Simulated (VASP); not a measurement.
Input:

```
MoS2
1.0
    3.19403     0.00000     0.00000
   -1.59702     2.76611     0.00000
    0.00000     0.00000    13.21397
Mo S
2 4
Direct
  0.00000   0.00000   0.25000
  0.00000   0.00000   0.75000
  0.33333   0.66667   0.36774
  0.66667   0.33333   0.63226
  0.66667   0.33333   0.86774
  0.33333   0.66667   0.13226
```

Calculation: PBE GGA, VASP's PBE PAW potentials (set 64) (plane waves; VASP). Run with 300 eV cut-off, 10×10×2 Γ-centred mesh, Gaussian smearing of 0.010 eV, potentials Mo_sv S.

Task: Estimate the energy per atom (σ→0).

Result: 
```
Quantity                        Value
---------------------  --------------
energy per atom (σ→0)  -7277 meV/atom
```

Only differences to runs with the same potentials and settings are physical.

The structure comes from a computed database's MoS2 entry; how it stands against other phases isn't given here. The cell was not relaxed at this level.
